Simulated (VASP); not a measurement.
Set up this calculation in VASP 6.6.1, as the native input.

```
Task                   : single point
Functional             : PBEsol
Potentials or basis    : VASP PAW PBE potentials, release 64 (Cr_pv, Mo_sv, S)
Cutoff                 : 350 eV
k mesh                 : 3 × 3 × 2
Occupations            : gaussian, width 0.03 eV
Spin                   : no spin polarisation
Hubbard terms          : Cr d U = 3 eV
Dq                     : 1
Further INCAR settings : LREAL = Auto; ALGO = Normal; EDIFF = 1e-05; NBANDS = 121; NELECT = 205.0
```

The structure of CrMo7S16 (a cell with a defect) lies in POSCAR:

```
CrMo7S16
1.0
    6.3379960990      0.0000000000      0.0000000000
   -3.1689980495      5.4888656308      0.0000000000
    0.0000000000      0.0000000000     12.3240000000
Cr Mo S
1 7 16
Direct
    0.1666666667      0.3333333333      0.2500000000
    0.1666666667      0.8333333333      0.2500000000
    0.6666666667      0.3333333333      0.2500000000
    0.6666666667      0.8333333333      0.2500000000
    0.3333333333      0.1666666667      0.7500000000
    0.3333333333      0.6666666667      0.7500000000
    0.8333333333      0.1666666667      0.7500000000
    0.8333333333      0.6666666667      0.7500000000
    0.1666666667      0.3333333333      0.6230000000
    0.1666666667      0.8333333333      0.6230000000
    0.6666666667      0.3333333333      0.6230000000
    0.6666666667      0.8333333333      0.6230000000
    0.3333333333      0.1666666667      0.1230000000
    0.3333333333      0.6666666667      0.1230000000
    0.8333333333      0.1666666667      0.1230000000
    0.8333333333      0.6666666667      0.1230000000
    0.1666666667      0.3333333333      0.8770000000
    0.1666666667      0.8333333333      0.8770000000
    0.6666666667      0.3333333333      0.8770000000
    0.6666666667      0.8333333333      0.8770000000
    0.3333333333      0.1666666667      0.3770000000
    0.3333333333      0.6666666667      0.3770000000
    0.8333333333      0.1666666667      0.3770000000
    0.8333333333      0.6666666667      0.3770000000
```

One way to write it, as run:

INCAR

```
SYSTEM = CrMo7S16
PREC = Accurate
ENCUT = 350
EDIFF = 1E-5
ISMEAR = 0
SIGMA = 0.03
LREAL = Auto
LASPH = .TRUE.
NELM = 120
ALGO = Normal
ISIF = 2
LWAVE = .FALSE.
LCHARG = .FALSE.
LMAXMIX = 4
LDAU = .TRUE.
LDAUTYPE = 2
LDAUL = 2 -1 -1
LDAUU = 3 0 0
LDAUJ = 0 0 0
LDAUPRINT = 1
GGA = PS
NBANDS = 121
LORBIT = 11
NELECT = 205.0
KPAR = 4
```

KPOINTS

```
Automatic mesh
0
G
  3 3 2
  0 0 0
```

Potentials or basis: VASP PAW PBE potentials, release 64 (Cr_pv, Mo_sv, S).

Run with:

```sh
$ cat potpaw_PBE.64/Cr_pv/POTCAR potpaw_PBE.64/Mo_sv/POTCAR potpaw_PBE.64/S/POTCAR > POTCAR
$ mpirun -np 4 vasp_std > vasp.out
```

Results of the run:

```
Largest force                                         : 1.040 eV/Å
Band gap on the k mesh                                : none (metal or under the smearing width)
Valence electrons inside the program's atomic spheres : Cr 10.68; Mo 12.41, 12.43; S 3.65, 3.63
```

Caveat: the k mesh is coarse (spacing up to 0.38 Å⁻¹), so the values aren't converged; the cell is charged against a uniform background, so pressure and absolute levels hang on convention; the PAW data sets were made with another functional, which shifts forces and pressure a little; the run has no spin polarisation, though such a crystal can be magnetic; U without spin polarisation on a metal has little footing.

It took 3.1 min on 4 MPI ranks on Intel(R) Xeon(R) 6975P-C (Granite Rapids), with other jobs on the host, peak memory 0.42 GiB a rank.
